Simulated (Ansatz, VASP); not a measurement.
# Pt3Pb: VASP beside Ansatz

File INCAR:

```
SYSTEM = Pt3Pb
ALGO     = Normal         ! electronic algorithm
EDIFF    = 1E-6           ! SCF threshold, eV
ENCUT    = 520            ! plane-wave cutoff, eV
GGA      = CA             ! functional
ISIF     = 2              ! what is computed and relaxed
ISMEAR   = -1             ! smearing method
LASPH    = .True.         ! aspherical terms in the spheres
LCHARG   = .True.         ! write CHGCAR
LELF     = .True.         ! ELF
LREAL    = .False.        ! projectors in reciprocal space
LVHAR    = .True.       
LWAVE    = .False.        ! write WAVECAR
NBANDS   = 30             ! bands
NELM     = 80             ! most SCF steps
PREC     = Accurate       ! precision mode
SIGMA    = 0.03           ! smearing width, eV
```

Contents of KPOINTS:

```
k-points
0
Gamma
  9 9 9
  0 0 0
```

POSCAR

```
Pt3Pb
1.0
    4.0031554390      0.0000000000      0.0000000000
    0.0000000000      4.0031554390      0.0000000000
    0.0000000000      0.0000000000      4.0031554390
Pt Pb
3 1
Direct
    0.0000000000      0.5000000000      0.5000000000
    0.5000000000      0.0000000000      0.5000000000
    0.5000000000      0.5000000000      0.0000000000
    0.0000000000      0.0000000000      0.0000000000
```

Input for Ansatz:

```yaml
crystal:
  lattice:
    - [4.003155439, 0.0, 0.0]
    - [0.0, 4.003155439, 0.0]
    - [0.0, 0.0, 4.003155439]
  atoms:
    - { symbol: Pt, position: [0.0, 0.5, 0.5] }
    - { symbol: Pt, position: [0.5, 0.0, 0.5] }
    - { symbol: Pt, position: [0.5, 0.5, 0.0] }
    - { symbol: Pb, position: [0.0, 0.0, 0.0] }
kpoints:
  mp_grid: { grid: [9, 9, 9] }
  band_path:
    path:
      - [0.0, 0.0, 0.0]
      - [0.0, 0.5, 0.0]
      - [0.5, 0.5, 0.0]
      - [0.0, 0.0, 0.0]
      - [0.5, 0.5, 0.5]
      - [0.0, 0.5, 0.0]
      - [0.5, 0.5, 0.5]
      - [0.5, 0.5, 0.0]
    npoints: 5
scf:
  occupations: { method: fermi_dirac, width: 0.03 }
hamiltonian:
  xc: lda
  pseudopotentials: { kind: all_electron, lapw: { basis_error: 0.001 } }
output:
  forces: true
  stress: true
  eigenvalues: true
```

Change from the starting cell: volume scaled by 0.96.

Alike in both runs: task single point; functional LDA; k mesh 9 × 9 × 9; occupations fermi-dirac, width 0.03 eV; no spin polarisation.

```csv
,VASP,Ansatz
version,VASP 6.6.1,Ansatz 0.2.0
potentials or method,"VASP PAW LDA potentials, release 64 (Pt, Pb_d)","all-electron LAPW, scalar-relativistic"
plane-wave cutoff (eV),520,see its input
```

|  | VASP | Ansatz | Ansatz less VASP |
| --- | --- | --- | --- |
| pressure (GPa) | 7.3 | 6.5 | -0.81 |

Ansatz ran all-electron here, so the differences hold the error of VASP's frozen core and of both bases.

The runs have no spin-orbit coupling, so splittings on Pb, Pt are missing.
